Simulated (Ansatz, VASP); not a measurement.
# Cross-check of MoCl6 between VASP and Ansatz

One calculation is typed for both programs; each brings its own data sets. How far apart do they land? The cell is taken from a series of runs on this material, whose earlier steps may have relaxed, scaled, displaced or heated it; both programs get it as it stands.

Method: plane waves, with VASP 6.6.1 beside it; single point at LDA, in Ansatz 0.2.0.

### Step 1. The structure

The structure is trigonal, space group P-31m (No. 162). Conventional cell: a = 6.173 Å, b = 6.173 Å, c = 5.216 Å, α = 90.00°, β = 90.00°, γ = 120.00°. Nearest to Mo lie 6 Cl at 2.29 Å. Cl has 1 Mo at 2.29 Å nearest. Farther neighbours and most contacts between anions are not listed.

As a file:

```xyz
7
Lattice="6.1735 0.0000 0.0000 -3.0867 5.3464 0.0000 0.0000 0.0000 5.2159" Properties=species:S:1:pos:R:3 pbc="T T T"
Mo    0.0000    0.0000    2.6080
Cl    0.9372    1.6232    1.2838
Cl   -2.1496    3.7232    1.2838
Cl    4.2992    0.0000    1.2838
Cl   -0.9372    1.6232    3.9322
Cl    1.8743    0.0000    3.9322
Cl    2.1496    3.7232    3.9322
```

### Step 2. VASP: single point, LDA, pair 1

With cell and atoms fixed, the geometry can't cause a difference; cores, projectors, grids and the points listed under the comparison can.

Lines of VASP's logs that name or quote its potential files are left out, and so is its time.

The input, INCAR:

```
SYSTEM = MoCl6
PREC = Accurate
ENCUT = 400
EDIFF = 1E-06
NELM = 120
ISMEAR = 0
SIGMA = 0.01
LREAL = .FALSE.
ALGO = Normal
GGA = PW92
NBANDS = 35
LASPH = .TRUE.
LORBIT = 11
LWAVE = .FALSE.
LCHARG = .FALSE.
ISIF = 2
GGA_COMPAT = .FALSE.
EFERMI = MIDGAP
KPAR = 2
```

The input, POSCAR:

```
MoCl6
1.0
    6.1734763146      0.0000000000      0.0000000000
   -3.0867381573      5.3463873181      0.0000000000
    0.0000000000      0.0000000000      5.2159194200
Mo Cl
1 6
Direct
    0.0000000000      0.0000000000      0.5000000000
    0.3036071400      0.3036071400      0.2461246408
    0.0000000000      0.6963928600      0.2461246408
    0.6963928600      0.0000000000      0.2461246408
    0.0000000000      0.3036071400      0.7538753592
    0.3036071400      0.0000000000      0.7538753592
    0.6963928600      0.6963928600      0.7538753592
```

The input, KPOINTS:

```
Automatic mesh
0
Gamma
2 2 2
0 0 0
```

Potentials, in the order of the species: Mo_sv and Cl (LDA family, release 64).

On the command line:

```
$ mpirun -np 2 vasp_std
```

What it wrote:

```text
[banner, memory and clock lines left out]
running    2 mpi-ranks, on    1 nodes
 distrk:  each k-point on    1 cores,    2 groups
 distr:  one band on    1 cores,    1 groups

 POSCAR found type information on POSCAR MoCl
 POSCAR found :  2 types and       7 ions
|                                                                             |
|               ----> ADVICE to this user running VASP <----                  |
|                                                                             |
|     You enforced a specific xc type in the INCAR file but a different       |
|     [... a line on the potential file left out ...]
|     I HOPE YOU KNOW WHAT YOU ARE DOING!                                     |
|                                                                             |

 LDA part: xc-table for (Slater(with rela. corr.)+PW92), standard interpolation
 POSCAR, INCAR and KPOINTS ok, starting setup
 FFT: planning ... GRIDC
 FFT: planning ... GRID_SOFT
 FFT: planning ... GRID
 WAVECAR not read
 entering main loop
       N       E                     dE             d eps       ncg     rms          rms(c)
DAV:   1     0.388384957476E+03    0.38838E+03   -0.24986E+04   312   0.117E+03
DAV:   2    -0.100042722462E+02   -0.39839E+03   -0.39042E+03   375   0.287E+02
DAV:   3    -0.356589978703E+02   -0.25655E+02   -0.25513E+02   312   0.755E+01
DAV:   4    -0.360637409399E+02   -0.40474E+00   -0.40396E+00   344   0.109E+01
DAV:   5    -0.360719273623E+02   -0.81864E-02   -0.81854E-02   333   0.148E+00    0.283E+01
DAV:   6    -0.335156137553E+02    0.25563E+01   -0.45802E+01   280   0.298E+01    0.174E+01
DAV:   7    -0.315908454313E+02    0.19248E+01   -0.27671E+01   280   0.264E+01    0.780E+00
DAV:   8    -0.307569872152E+02    0.83386E+00   -0.15170E+00   292   0.713E+00    0.358E+00
DAV:   9    -0.306980203244E+02    0.58967E-01   -0.10291E-01   304   0.182E+00    0.248E+00
DAV:  10    -0.306865427316E+02    0.11478E-01   -0.42770E-02   311   0.958E-01    0.293E-01
DAV:  11    -0.306861368147E+02    0.40592E-03   -0.60003E-03   311   0.419E-01    0.230E-01
DAV:  12    -0.306859704730E+02    0.16634E-03   -0.34339E-04   312   0.110E-01    0.116E-01
DAV:  13    -0.306858404893E+02    0.12998E-03   -0.26933E-04   298   0.913E-02    0.426E-02
DAV:  14    -0.306858335022E+02    0.69871E-05   -0.49217E-05   309   0.370E-02    0.106E-02
DAV:  15    -0.306858335130E+02   -0.10845E-07   -0.13096E-06   207   0.659E-03
   1 F= -.30685834E+02 E0= -.30685834E+02  d E =0.000000E+00
```

OUTCAR, selected parts (step 2):

```text
ion  position               nearest neighbor table
   1  0.000  0.000  0.500-   2 2.29   3 2.29   5 2.29   7 2.29   6 2.29   4 2.29
   2  0.304  0.304  0.246-   1 2.29
   3  0.000  0.696  0.246-   1 2.29
   4  0.696  0.000  0.246-   1 2.29
   5  0.000  0.304  0.754-   1 2.29
   6  0.304  0.000  0.754-   1 2.29
   7  0.696  0.696  0.754-   1 2.29

  LATTYP: Found a hexagonal cell.
 ALAT       =     6.1734763146
 C/A-ratio  =     0.8448917845

 Subroutine GETGRP returns: Found 12 space group operations
 (whereof 12 operations were pure point group operations)

The static configuration has the point symmetry D_3d.

 Found      4 irreducible k-points:

   k-points           NKPTS =      4   k-points in BZ     NKDIM =      4   number of bands    NBANDS=     35

   dimension x,y,z NGX =    40 NGY =   40 NGZ =   36
   dimension x,y,z NGXF=    80 NGYF=   80 NGZF=   72

   ENCUT  =  400.0 eV  29.40 Ry    5.42 a.u.  10.07 10.07  8.51*2*pi/ulx,y,z

   NELECT =      56.0000    total number of electrons

 k-points in reciprocal lattice and weights: Automatic mesh
   0.00000000  0.00000000  0.00000000       0.125
   0.50000000  0.00000000  0.00000000       0.375
   0.00000000  0.00000000  0.50000000       0.125
   0.50000000  0.00000000  0.50000000       0.375

 average (electrostatic) potential at core
       1 -82.1152       2 -97.2953       3 -97.2953       4 -97.2953       5 -97.2953
       6 -97.2953       7 -97.2953

 E-fermi :   1.2948

 k-point     1 :       0.0000    0.0000    0.0000
  band No.  band energies     occupation
    ...
     24       0.1679      2.00000
     25       0.2529      2.00000
     26       0.4782      2.00000
     27       0.4782      2.00000
     28       0.9981      2.00000
     29       1.5915      0.00000
     30       2.3082      0.00000
     31       2.3082      0.00000
     32       4.8362      0.00000
     33       4.8362      0.00000
    ...

 k-point     2 :       0.5000    0.0000    0.0000
  band No.  band energies     occupation
    ...
     24       0.0406      2.00000
     25       0.1607      2.00000
     26       0.1752      2.00000
     27       0.6941      2.00000
     28       0.7561      2.00000
     29       1.6837      0.00000
     30       2.0718      0.00000
     31       2.5587      0.00000
     32       4.9749      0.00000
     33       5.5501      0.00000
    ...

 k-point     3 :       0.0000    0.0000    0.5000
  band No.  band energies     occupation
    ...
     24       0.2309      2.00000
     25       0.3811      2.00000
     26       0.3811      2.00000
     27       0.6007      2.00000
     28       0.6007      2.00000
     29       2.0320      0.00000
     30       2.0320      0.00000
     31       2.0961      0.00000
     32       5.5645      0.00000
     33       5.5645      0.00000
    ...

  Total       -2.3068873     -2.3068873     -0.9168438      0.0000000      0.0000000      0.0000000
  in kB      -21.4692015    -21.4692015     -8.5326683      0.0000000      0.0000000      0.0000000
  external PRESSURE =     -17.1570237 kB  Pullay stress =       0.0000000 kB

  energy-cutoff  :      400.00
  volume of cell :      172.16
      direct lattice vectors                 reciprocal lattice vectors
     6.173476315  0.000000000  0.000000000     0.161983289  0.093521096  0.000000000
    -3.086738157  5.346387318  0.000000000     0.000000000  0.187042191  0.000000000
     0.000000000  0.000000000  5.215919420     0.000000000  0.000000000  0.191720753

 POSITION                                       TOTAL-FORCE (eV/Angst)
 -----------------------------------------------------------------------------------
      0.00000      0.00000      2.60796        -0.000000     -0.000000     -0.000000
      0.93716      1.62320      1.28377        -0.115676     -0.200356      0.231981
     -2.14958      3.72319      1.28377        -0.115676      0.200356      0.231981
      4.29916      0.00000      1.28377         0.231352     -0.000000      0.231981
     -0.93716      1.62320      3.93215         0.115676     -0.200356     -0.231981
      1.87431      0.00000      3.93215        -0.231352     -0.000000     -0.231981
      2.14958      3.72319      3.93215         0.115676      0.200356     -0.231981
 -----------------------------------------------------------------------------------
    total drift:                               -0.000000      0.000000      0.000000

  FREE ENERGIE OF THE ION-ELECTRON SYSTEM (eV)
  ---------------------------------------------------
  free  energy   TOTEN  =       -30.6858335130 eV

  energy  without entropy=      -30.6858335130  energy(sigma->0) =      -30.68583351

 total charge
# of ion       s       p       d       tot
------------------------------------------
    1        2.346   6.279   3.523  12.148
    2        1.610   3.447   0.000   5.057
    3        1.610   3.447   0.000   5.057
    4        1.610   3.447   0.000   5.057
    5        1.610   3.447   0.000   5.057
    6        1.610   3.447   0.000   5.057
    7        1.610   3.447   0.000   5.057
--------------------------------------------------
tot         12.004  26.962   3.523  42.489

[... 1 further part left out ...]
```

This run has no spin polarisation, so a moment on Mo, if there is one, isn't seen.

### Step 3. Ansatz: single point, LDA, pair 1

Ansatz runs on PAW files that the input asks for by source.

The same cell, functional (in two slightly different forms) and mesh now go to Ansatz.

The input, input.yaml:

```yaml
crystal:
  lattice:
    - [6.1734763146, 0.0, 0.0]
    - [-3.0867381573, 5.3463873181, 0.0]
    - [0.0, 0.0, 5.21591942]
  atoms:
    - { symbol: Mo, position: [0.0, 0.0, 0.5] }
    - { symbol: Cl, position: [0.30360714, 0.30360714, 0.2461246408] }
    - { symbol: Cl, position: [1.0, 0.69639286, 0.2461246408] }
    - { symbol: Cl, position: [0.69639286, 0.0, 0.2461246408] }
    - { symbol: Cl, position: [1.0, 0.30360714, 0.7538753592] }
    - { symbol: Cl, position: [0.30360714, 0.0, 0.7538753592] }
    - { symbol: Cl, position: [0.69639286, 0.69639286, 0.7538753592] }
kpoints:
  mp_grid: { grid: [2, 2, 2] }
hamiltonian:
  xc: lda
  pseudopotentials: { kind: paw, source: ansatz, frozen_core: stored }
scf:
  occupations: { method: fixed }
  lower_state_search: "off"
  convergence: { dr2_threshold: 1.0e-09 }
output:
  embedding: [{ level: hf }]
basis:
  ecutwfc: 1000
```

On the command line:

```
$ ansatz run input.yaml --threads 4 --pin off --max-ram 18432MiB --backend cpu --events-out ev --progress --plain --runs-dir out
```

What it wrote:

```text
Warning: <dir> the record states the generating functional pbe (its physics header spells it `PBE`), which answers neither for hamiltonian.xc's functional nor for the lda family's, and the run keeps its frozen core as the file was made (hamiltonian.pseudopotentials.frozen_core says where one is remade) — results may be inconsistent (PPs are generated against a specific XC)
Warning: <dir> the record states the generating functional pbe (its physics header spells it `PBE`), which answers neither for hamiltonian.xc's functional nor for the lda family's, and the run keeps its frozen core as the file was made (hamiltonian.pseudopotentials.frozen_core says where one is remade) — results may be inconsistent (PPs are generated against a specific XC)
Engine: ansatz 0.2.0, aarch64-unknown-linux-gnu
Pseudopotentials: kind: paw
Pseudopotential: Mo, paw, valence charge 14, recommended cutoff 500 eV (normal), Mo.paw.azcp
Pseudopotential: Cl, paw, valence charge 7, recommended cutoff 660 eV (normal), Cl.paw.azcp
Functional definition: SPW92
  exchange = slater_x
  correlation = pw_c
Crystal: 7 atoms, lattice volume = 172.156 Å³
Basis set: ecut = 1000 eV, 12327 PW (Γ)
Bands: 35, of which v1, the nominal top of the filled ones, is band 28 counted from 1 (27 counted from 0)
Symmetry: 12 space group operations
Space group: P-31m (ITA 162), of the structure as read, at distance tolerance 5.6e-5 Å
k-points: 4 of 8
Non-local potential: Mo, projectors of the file, l = 0: 3, l = 1: 3, l = 2: 2, l = 3: 2
Non-local potential: Cl, projectors of the file, l = 0: 2, l = 1: 2, l = 2: 2, l = 3: 1
PAW form: soft (Blöchl's): semilocal exchange-correlation on the pseudo side does not see the compensation charge
PAW frozen core: Mo, as the file was generated: the input asks for it (`frozen_core: stored`)
PAW frozen core: Cl, as the file was generated: the input asks for it (`frozen_core: stored`)
PAW one-centre angular grid: Mo, 590 points (default); XC on 64 Gauss nodes
PAW one-centre angular grid: Cl, 194 points (default); XC on 64 Gauss nodes
Initial density: superposition of atomic densities (chi_scale 0.1, normalization cell, long waves kept (reshape's long-wave potential 0.04 eV rms))
Initial wavefunctions: pseudopotential atomic-orbital guess
Functional: x = slater, c = lda
SCF iter   1: F=—  HF=-11113.350472 eV  |F-HF|=—  |Δ(HF+E_count)|=         —  Δρ=4.98e-2  dr2=4.84e0  ethr=3.10e-3  ⟨swp⟩=4.5  Hψ=573  notcnv=0  defer=16
preconditioner: auto → Resta (q_TF=auto, 2.263 Å⁻¹)  ε∞=5.5  [insulator: Δε(μ)=0.366 eV  Ē_g=9.230 eV  n_scr=26 (ndim 8)  ℏωp=19.6 eV  f_vac=0.034  ε∞_Penn≈5.5]
SCF iter   2: F=—  HF=-11112.421072 eV  |F-HF|=—  |Δ(HF+E_count)|=   9.29e-1  Δρ=3.06e-2  dr2=1.24e0  ethr=3.10e-3  ⟨swp⟩=3.0  Hψ=247  notcnv=0  defer=16
SCF iter   3: F=—  HF=-11112.229907 eV  |F-HF|=—  |Δ(HF+E_count)|=   1.91e-1  Δρ=1.72e-2  dr2=1.05e0  ethr=2.22e-3  ⟨swp⟩=3.0  Hψ=235  notcnv=0  defer=18
SCF iter   4: F=—  HF=-11112.085191 eV  |F-HF|=—  |Δ(HF+E_count)|=   1.45e-1  Δρ=3.84e-3  dr2=1.74e-2  ethr=1.87e-3  ⟨swp⟩=3.0  Hψ=191  notcnv=0  defer=18
SCF iter   5: F=—  HF=-11112.086954 eV  |F-HF|=—  |Δ(HF+E_count)|=   1.76e-3  Δρ=1.79e-3  dr2=5.33e-3  ethr=3.11e-5  ⟨swp⟩=3.8  Hψ=319  notcnv=0  defer=19
SCF iter   6: F=—  HF=-11112.085536 eV  |F-HF|=—  |Δ(HF+E_count)|=   1.42e-3  Δρ=2.50e-4  dr2=2.37e-4  ethr=9.52e-6  ⟨swp⟩=3.2  Hψ=289  notcnv=0  defer=19
SCF iter   7: F=—  HF=-11112.085558 eV  |F-HF|=—  |Δ(HF+E_count)|=   2.29e-5  Δρ=1.41e-4  dr2=5.56e-5  ethr=4.23e-7  ⟨swp⟩=2.0  Hψ=234  notcnv=0  defer=19
SCF iter   8: F=—  HF=-11112.085531 eV  |F-HF|=—  |Δ(HF+E_count)|=   2.76e-5  Δρ=5.86e-5  dr2=8.17e-6  ethr=9.93e-8  ⟨swp⟩=1.0  Hψ=132  notcnv=0  defer=12
SCF iter   9: F=—  HF=-11112.085521 eV  |F-HF|=—  |Δ(HF+E_count)|=   9.87e-6  Δρ=1.38e-5  dr2=4.90e-7  ethr=1.46e-8  ⟨swp⟩=2.8  Hψ=233  notcnv=0  defer=8
SCF iter  10: F=—  HF=-11112.085871 eV  |F-HF|=—  |Δ(HF+E_count)|=   3.50e-4  Δρ=3.94e-6  dr2=3.95e-8  ethr=8.75e-10  ⟨swp⟩=2.5  Hψ=212  notcnv=0  defer=8
SCF iter  11: F=-11112.085871 eV  HF=-11112.085871 eV  |F-HF|=8.00e-11  |Δ(HF+E_count)|=   1.47e-8  Δρ=2.95e-7  dr2=2.27e-10  ethr=1.79e-12  ⟨swp⟩=13.0  Hψ=760  notcnv=0
SCF 1 converged in 11 iterations: F = -11112.085871 eV  dr2 = 2.27e-10
  greatest PAW one-centre occupation: 0.993 electrons in one spin orbital (limit 2), on the Mo atom at site 0 (counted from 0), in its partial waves of l = 0
Embedding: level 1/1
SCF converged after 11 iterations
Free energy (F): -11112.085871 eV
Harris-Foulkes:  -11112.085871 eV  (|F-HF|=8.00e-11)
Internal energy: -11112.085871 eV  (E = F + TS)
E sigma→0 (E₀):  -11112.085871 eV
Fermi energy:    2.828781 eV
--- Per-component energies (eV) ---
  E_band       = -431.566143
  E_kinetic    = 1505.278120
  E_local      = -3918.980128  (includes V_loc(G=0)·N_el)
  E_nonlocal   = 554.043826
  E_hartree    = 1245.340818
  E_xc         = -1062.870829
  E_vxc        = -1021.775086  (∫ρ·V_xc dr)
  E_paw        = -6577.286866  (= ΣΔE_a)
  E_vpaw       = -40.814902  (= ΣTr[D̂ρ^β])
  E_aug_tail   = 0.000004  (compensation charges beyond the density's cutoff)
  E_ewald      = -2857.610816
  E_smearing   = -0.000000  (= −TS)
  E_closure    = 0.000000  (closes the sum)
  Σ components = -11112.085871   (vs F -11112.085871, Δ=0.00e0)
--- Band table (eV) ---
  k-point 0: bands = [... 24 lower, 2.0846, 2.3075, 2.3075, 2.8288, 3.4184, 4.1364, 4.1364, 6.6439, ... 3 higher]
  k-point 1: bands = [... 24 lower, 2.2120, 2.2120, 2.4322, 2.4322, 3.8599, 3.8599, 3.9235, 7.3759, ... 3 higher]
  k-point 2: bands = [... 24 lower, 1.9886, 2.0061, 2.5246, 2.5884, 3.5105, 3.8992, 4.3880, 6.7833, ... 3 higher]
  k-point 3: bands = [... 24 lower, 2.1718, 2.1991, 2.2424, 2.2498, 3.5745, 3.8624, 4.4280, 6.5649, ... 3 higher]
--- Embedding: other levels on nested regions, to first order at the run's own orbitals ---
  hf on the whole cell: 28 occupied orbitals
    hf − lda = -179.313339 eV: smooth +1062.870829, one-centre -627.511031, exact exchange -614.673137 eV
  E of the run      =    -11112.085871 eV
  E with the levels =    -11291.399209 eV; the forces and the stress are the run's own
```

### Step 4. Differences

Known differences besides the potentials themselves: fixed occupations in Ansatz, narrow Gaussian smearing in VASP; the cutoff is 1000 eV in Ansatz and 400 eV in VASP; VASP's log shows a relativistic correction to its local exchange, Ansatz's none. Total energies have different zeros and are not compared.

Compared:

```csv
quantity,Ansatz,VASP,difference
gap on the k mesh (eV),0.590,0.593,-0.004
```

A gap on the mesh is an upper bound, since the band edges may lie between its points.

### Step 5. VASP: single point, LDA, pair 2

With cell and atoms fixed, the geometry can't cause a difference; cores, projectors, grids and the points listed under the comparison can. The cell compared in this pair holds 178.76 Å³, against 172.16 Å³ for the pair before.

INCAR is that of step 2.

The input, POSCAR:

```
MoCl6
1.0
    6.1734763146      0.0000000000      0.0000000000
   -3.0867381573      5.3463873181      0.0000000000
    0.0000000000      0.0000000000      5.4159194200
Mo Cl
1 6
Direct
    0.0000000000      0.0000000000      0.5000000000
    0.3036071400      0.3036071400      0.2554997936
    0.0000000000      0.6963928600      0.2554997936
    0.6963928600      0.0000000000      0.2554997936
    0.0000000000      0.3036071400      0.7445002064
    0.3036071400      0.0000000000      0.7445002064
    0.6963928600      0.6963928600      0.7445002064
```

KPOINTS is that of step 2.

On the command line:

```
$ mpirun -np 2 vasp_std
```

What it wrote:

```text
[banner, memory and clock lines left out]
running    2 mpi-ranks, on    1 nodes
[...]
[... a notice as in an earlier step ...]

 LDA part: xc-table for (Slater(with rela. corr.)+PW92), standard interpolation
 POSCAR, INCAR and KPOINTS ok, starting setup
[...]
entering main loop
       N       E                     dE             d eps       ncg     rms          rms(c)
DAV:   1     0.367802578629E+03    0.36780E+03   -0.25229E+04   320   0.116E+03
DAV:   2    -0.121853897858E+02   -0.37999E+03   -0.37369E+03   372   0.275E+02
DAV:   3    -0.358190050230E+02   -0.23634E+02   -0.23516E+02   312   0.718E+01
DAV:   4    -0.361747881551E+02   -0.35578E+00   -0.35541E+00   352   0.102E+01
[...]
DAV:  13    -0.306882259995E+02    0.14590E-03   -0.30000E-04   298   0.975E-02    0.453E-02
DAV:  14    -0.306882181758E+02    0.78238E-05   -0.54584E-05   309   0.390E-02    0.112E-02
DAV:  15    -0.306882181742E+02    0.15953E-08   -0.13845E-06   207   0.718E-03
   1 F= -.30688218E+02 E0= -.30688218E+02  d E =0.000000E+00
```

From OUTCAR (step 5):

```text
  Total       -2.4820055     -2.4820055     -2.1682334      0.0000000      0.0000000      0.0000000
  in kB      -22.2459481    -22.2459481    -19.4336430      0.0000000      0.0000000      0.0000000
  external PRESSURE =     -21.3085131 kB  Pullay stress =       0.0000000 kB

 POSITION                                       TOTAL-FORCE (eV/Angst)
 -----------------------------------------------------------------------------------
      0.00000      0.00000      2.70796         0.000000      0.000000      0.000000
      0.93716      1.62320      1.38377        -0.118906     -0.205951      0.157571
     -2.14958      3.72319      1.38377        -0.118906      0.205951      0.157571
      4.29916      0.00000      1.38377         0.237811      0.000000      0.157571
     -0.93716      1.62320      4.03215         0.118906     -0.205951     -0.157571
      1.87431      0.00000      4.03215        -0.237811     -0.000000     -0.157571
      2.14958      3.72319      4.03215         0.118906      0.205951     -0.157571
 -----------------------------------------------------------------------------------
    total drift:                                0.000000     -0.000000      0.000000

  FREE ENERGIE OF THE ION-ELECTRON SYSTEM (eV)
  ---------------------------------------------------
  free  energy   TOTEN  =       -30.6882181742 eV

  energy  without entropy=      -30.6882181742  energy(sigma->0) =      -30.68821817

[... 1 part as in an earlier step ...]

[... 2 further parts left out ...]
[key lines of the parts left out:]
E-fermi :   0.8583
```

The run ends at a pressure of -2.13 GPa, with forces up to 0.29 eV/Å.

(Part 1 of 2 ends here.)

[Lines on the potential files, build, host, timing and source positions are cut from VASP's logs without a mark.]

[Logs are printed without paths, hosts, clocks, repeated set-up lines and the standing remarks that a program may print on its own settings, such as how far it seeks lower states.]

[Hosts, paths, dates, database ids (printed as entryN), source tags and the programs' standing remarks are cut or masked in the printed files.]
